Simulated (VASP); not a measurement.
# NaMg6Ni (Amm2) in VASP: further runs, part 2 of 2

VASP 6.6.1.

## Step 4: Electric field gradients, PBE+ULG, collinear spin, zero start

INCAR reads:

```
SYSTEM = NaMg6Ni
  PREC = Accurate
  ENCUT = 520
  EDIFF = 1E-8
  ISMEAR = 0
  SIGMA = 0.01
  LREAL = .False.
  LASPH = .True.
  NELM = 100
  ALGO = Normal
  ISIF = 2
  LWAVE = .False.
  LCHARG = .False.
  ISPIN = 2
  MAGMOM = 0 0 0 0 0 0 0 0
  LORBIT = 11
  LMAXMIX = 4
  GGA = PE
  IVDW = 3
  LEFG = .True.
```

KPOINTS reads:

```
regular mesh
0
Gamma
  6 5 5
  0 0 0
```

POSCAR reads:

```
NaMg6Ni
4.9554
    1.000001210800      0.000000000000      0.000000000000
    0.000000000000      0.634925031279      1.086706824878
    0.000000000000     -0.634925031279      1.086706824878
Ni Mg Na
1 6 1
Direct
    0.0000000000      0.8628530000      0.8628530000
    0.5000000000      0.1639470000      0.1639470000
    0.5000000000      0.6741350000      0.1408510000
    0.5000000000      0.1408510000      0.6741350000
    0.0000000000      0.3344430000      0.3344430000
    0.0000000000      0.8365050000      0.3197090000
    0.0000000000      0.3197090000      0.8365050000
    0.5000000000      0.6675570000      0.6675570000
```

Potentials or basis: VASP PAW PBE potentials, release 64 (Ni, Mg, Na_pv).

The run is started by

```
$ cat potpaw_PBE.64/Ni/POTCAR potpaw_PBE.64/Mg/POTCAR potpaw_PBE.64/Na_pv/POTCAR > POTCAR
$ mpirun -np 1 vasp_std > vasp.out
```

OUTCAR:

```text
SYSTEM = NaMg6Ni
   PREC = Accurate
   ENCUT = 520
   EDIFF = 1E-8
   ISMEAR = 0
   LREAL = .False.
   LASPH = .True.
   NELM = 100
   ISIF = 2
   ISPIN = 2
   LORBIT = 11
   GGA = PE
   IVDW = 3
  IVDW =   3

 ion  position               nearest neighbor table
   1  0.000  0.863  0.863-   6 2.77   7 2.77   3 2.92   4 2.92   3 2.92   4 2.92   5 3.16   5 3.16

   2  0.500  0.164  0.164-   6 3.05   7 3.05   6 3.05   7 3.05   5 3.08   5 3.08   3 3.11   4 3.11
                             3 3.13   4 3.13   8 3.15   8 3.15
   3  0.500  0.674  0.141-   1 2.92   1 2.92   4 2.94   8 2.97   6 3.09   6 3.09   5 3.09   5 3.09
                             2 3.11   2 3.13   4 3.36
   4  0.500  0.141  0.674-   1 2.92   1 2.92   3 2.94   8 2.97   7 3.09   7 3.09   5 3.09   5 3.09
                             2 3.11   2 3.13   3 3.36
   5  0.000  0.334  0.334-   2 3.08   2 3.08   6 3.09   7 3.09   4 3.09   3 3.09   3 3.09   4 3.09
                             7 3.15   6 3.15   1 3.16   1 3.16
   6  0.000  0.837  0.320-   1 2.77   7 3.04   2 3.05   2 3.05   3 3.09   3 3.09   5 3.09   8 3.12
                             8 3.12   5 3.15   7 3.25
   7  0.000  0.320  0.837-   1 2.77   6 3.04   2 3.05   2 3.05   4 3.09   4 3.09   5 3.09   8 3.12
                             8 3.12   5 3.15   6 3.25
   8  0.500  0.668  0.668-   3 2.97   4 2.97   6 3.12   7 3.12   6 3.12   7 3.12   2 3.15   2 3.15

  LATTYP: Found a base centered orthorhombic cell.
 ALAT       =     6.2926150000
 B/A-ratio  =     1.7115513979
 C/A-ratio  =     0.7874955007

  Lattice vectors:

 A1 = (   0.0000000000,   3.1463075000,  -5.3850670000)
 A2 = (   0.0000000000,   3.1463075000,   5.3850670000)
 A3 = (   4.9554060000,   0.0000000000,   0.0000000000)

Analysis of symmetry for initial positions (statically):
[... 1340 lines left out ...]
   4      -5.265    -0.256     5.521       0.907
   5      -1.436    -0.024     1.460       0.967
   6      -2.165    -0.418     2.583       0.676
   7      -2.165    -0.418     2.583       0.676
   8       0.713     0.448    -1.161       0.229
----------------------------------------------------------------------

           NMR quadrupolar parameters

 Cq : quadrupolar parameter    Cq=e*Q*V_zz/h
 eta: asymmetry parameters     (V_yy - V_xx)/ V_zz
 Q  : nuclear electric quadrupole moment in mb (millibarn)
----------------------------------------------------------------------
 ion       Cq(MHz)       eta       Q (mb)
----------------------------------------------------------------------
   1      -0.012       0.867       1.000
   2      -0.010       0.307       1.000
   3       0.013       0.907       1.000
   4       0.013       0.907       1.000
   5       0.004       0.967       1.000
   6       0.006       0.676       1.000
   7       0.006       0.676       1.000
   8      -0.003       0.229       1.000
----------------------------------------------------------------------

 total charge

# of ion       s       p       d       tot
------------------------------------------
    1        0.413   0.207   8.388   9.008
    2        0.229   0.139   0.011   0.379
    3        0.215   0.132   0.013   0.360
    4        0.215   0.132   0.013   0.360
    5        0.200   0.133   0.013   0.347
    6        0.214   0.132   0.013   0.359
    7        0.214   0.132   0.013   0.359
    8        0.113   6.006   0.000   6.119
--------------------------------------------------
tot          1.812   7.013   8.465  17.290

 magnetization (x)

# of ion       s       p       d       tot
------------------------------------------
    1        0.000   0.000   0.000   0.000
    2        0.000   0.000   0.000   0.000
    3        0.000   0.000   0.000   0.000
    4        0.000   0.000   0.000   0.000
    5        0.000   0.000   0.000   0.000
    6        0.000   0.000   0.000   0.000
    7        0.000   0.000   0.000   0.000
    8       -0.000   0.000   0.000   0.000
--------------------------------------------------
tot          0.000   0.000   0.000   0.000
```

Run time: 3.7 min. Hardware: 1 thread of AMD EPYC 9R45 (Zen 5), shared host; peak memory 0.46 GiB.

What came out:

```
Free energy                                           : -15.1253 eV
Pressure                                              : 0.3 GPa
Largest force                                         : 0.066 eV/Å
Band gap on the k mesh                                : none (metal or under the smearing width)
Net moment                                            : 0.00 μB per cell
Valence electrons inside the program's atomic spheres : Ni 9.01; Mg 0.38, 0.36, 0.35; Na 6.12
Dispersion energy per atom                            : -0.021 eV
```

Forces in eV/Å, atoms in the order of the input:
```
Ni   0.000  0.000  0.066
Mg   0.000  0.000  0.017
Mg   0.000 -0.010 -0.016
Mg   0.000  0.010 -0.016
Mg   0.000  0.000 -0.037
Mg   0.000  0.008 -0.009
Mg   0.000 -0.008 -0.009
Na   0.000  0.000  0.002
```

Electric field gradients, principal values (V/Å²):
```tsv
atom	Vxx	Vyy	Vzz
1 Ni	0.328	4.613	-4.941
2 Mg	1.393	2.629	-4.022
3 Mg	-0.256	-5.265	5.521
4 Mg	-0.256	-5.265	5.521
5 Mg	-0.024	-1.436	1.460
6 Mg	-0.418	-2.165	2.583
7 Mg	-0.418	-2.165	2.583
8 Na	0.448	0.713	-1.161
```

Caveat: atom-pairwise D2, TS and ULG terms overbind metals; pairwise dispersion overbinds metals, which lowers pressure and volume.

## Step 5: Density of states, RPBE+D4+U, collinear spin, ferromagnetic start

POSCAR is that of step 4.

INCAR.step1 reads:

```
SYSTEM = NaMg6Ni
ALGO = Normal
EDIFF = 1E-6
ENCUT = 700
GGA = RP
ISIF = 2
ISMEAR = 0
ISPIN = 2
IVDW = 13
LASPH = .TRUE.
LCHARG = .TRUE.
LDAU = .TRUE.
LDAUJ = 0 0 0
LDAUL = 2 -1 -1
LDAUPRINT = 1
LDAUTYPE = 2
LDAUU = 7 0 0
LMAXMIX = 4
LREAL = .FALSE.
LWAVE = .FALSE.
MAGMOM = 1 0 0 0 0 0 0 0
NBANDS = 50
NELM = 100
PREC = Medium
SIGMA = 0.1
```

KPOINTS.step1 reads:

```
k-points
0
G
  6 5 5
  0 0 0
```

INCAR.step2 reads:

```
SYSTEM = NaMg6Ni
ALGO = Normal
EDIFF = 1E-6
ENCUT = 700
GGA = RP
ICHARG = 11
ISIF = 2
ISMEAR = -5
ISPIN = 2
IVDW = 13
LASPH = .TRUE.
LCHARG = .FALSE.
LDAU = .TRUE.
LDAUJ = 0 0 0
LDAUL = 2 -1 -1
LDAUPRINT = 1
LDAUTYPE = 2
LDAUU = 7 0 0
LMAXMIX = 4
LORBIT = 10
LREAL = .FALSE.
LWAVE = .FALSE.
MAGMOM = 1 0 0 0 0 0 0 0
NBANDS = 50
NEDOS = 2001
NELM = 100
PREC = Medium
SIGMA = 0.1
```

KPOINTS.step2 reads:

```
k-points
0
G
  9 8 8
  0 0 0
```

Potentials or basis: VASP PAW PBE potentials, release 64 (Ni_pv, Mg_pv, Na_pv).

The run is started by

```
$ cat potpaw_PBE.64/Ni_pv/POTCAR potpaw_PBE.64/Mg_pv/POTCAR potpaw_PBE.64/Na_pv/POTCAR > POTCAR
$ cp INCAR.step1 INCAR
$ cp KPOINTS.step1 KPOINTS
$ mpirun -np 1 vasp_std > vasp.out
$ cp INCAR.step2 INCAR
$ cp KPOINTS.step2 KPOINTS
$ mpirun -np 1 vasp_std > vasp.out
```

Wall time 16 min (1 thread of AMD EPYC 9R45 (Zen 5), shared host); peak memory 1.5 GiB.

The run converged, but some of its settings lie outside the range that counts as converged, so its numbers aren't taken as properties of the crystal.

Results:

```yaml
Net_moment: 0.00 μB per cell
Valence_electrons_inside_the_program's_atomic_spheres: Ni 14.72; Mg 6.32, 6.30, 6.29; Na 6.12
Dispersion_energy_per_atom: -0.174 eV
```

Caveat: the PAW data sets were made with another functional, which shifts forces and pressure a little; pairwise dispersion overbinds metals, which lowers pressure and volume; the U is typed as a test and isn't derived for this compound; tetrahedron occupations give inexact forces and stress in metals.

## Step 6: Summary

| task | level | potentials or basis | spin | U | cell | k mesh | cutoff (eV) | smearing | LDAUTYPE | hund's J | supercell matrix | temperature | mesh quality | gap on the mesh (eV) | pressure (GPa) | moment (μB) | largest force (eV/Å) |
| --- | --- | --- | --- | --- | --- | --- | --- | --- | --- | --- | --- | --- | --- | --- | --- | --- | --- |
| electric field gradients | RPBE | VASP PAW PBE potentials, release 64 (Ni, Mg, Na) | collinear, ferromagnetic start | - | atoms moved at random, drawn with an rms of 0.05 Å | 6 × 5 × 5 | 500 | fermi-dirac 0.05 eV | - | - | - | - | not flagged | none | 2.2 | 0.00 | 0.32 |
| molecular dynamics | PBEsol+D3(BJ)+U | VASP PAW PBE potentials, release 64 (Ni, Mg, Na_pv) | collinear, ferromagnetic start | Ni d U = 6.2 eV, J = 0.5 eV | atoms moved at random, drawn with an rms of 0.05 Å | 2 × 2 × 2 | 420 | methfessel-paxton 0.1 eV | 1 | 0.5 | [1, 0, 0, 0, 1, 0, 0, 0, 1] | 300 | coarse | - | - | - | - |
| electric field gradients | PBE+ULG | VASP PAW PBE potentials, release 64 (Ni, Mg, Na_pv) | collinear, zero start | - | as given | 6 × 5 × 5 | 520 | gaussian 0.01 eV | - | - | - | - | not flagged | none | 0.3 | 0.00 | 0.07 |

Caveats: some runs use coarse meshes; the PAW data sets were made with another functional, which shifts forces and pressure a little (some runs); the U is typed as a test and isn't derived for this compound (some runs); atom-pairwise D2, TS and ULG terms overbind metals (some runs); pairwise dispersion overbinds metals, which lowers pressure and volume (some runs).

Absolute energies hang on the potentials; compare differences alone.
